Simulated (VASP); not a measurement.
Here is the system:

```
Fe
1.0
   -1.41477     1.41477     1.41477
    1.41477    -1.41477     1.41477
    1.41477     1.41477    -1.41477
Fe
1
Direct
  0.00000   0.00000   0.00000
```
Starting moments (μB, in the order of the record's atoms Fe): 2.2.

These are PBE GGA, VASP's PBE PAW potentials (set 64) (plane waves; VASP) values and carry that method's errors. Run with 500 eV cut-off, 18×18×18 Γ-centred mesh, first-order Methfessel-Paxton smearing of 0.10 eV, potentials Fe.

Energy and stress use the plane-wave basis of the starting cell.

Q: The ions, cell shape and volume at an external pressure of 5.0 GPa are relaxed. Predict the relaxed structure.

A: 
```
Fe
1.0
   -1.40444     1.40444     1.40444
    1.40444    -1.40444     1.40444
    1.40444     1.40444    -1.40444
Fe
1
Direct
  0.00000   0.00000   0.00000
```
Space group Im-3m (229), at a tolerance of 0.03 Å. The cell ends with 2.16 μB, on the sites 2.15 μB.

Q: How do energy and volume change from the first to the last step?

A: The energy (σ→0) changes by +3.9 meV/atom and the volume by -2.2 %, in 3 ionic steps.

The compound is Fe in the bcc structure. This run relaxes it under an external pressure of 5 GPa. Symmetry was kept, so distortions that lower it aren't found.
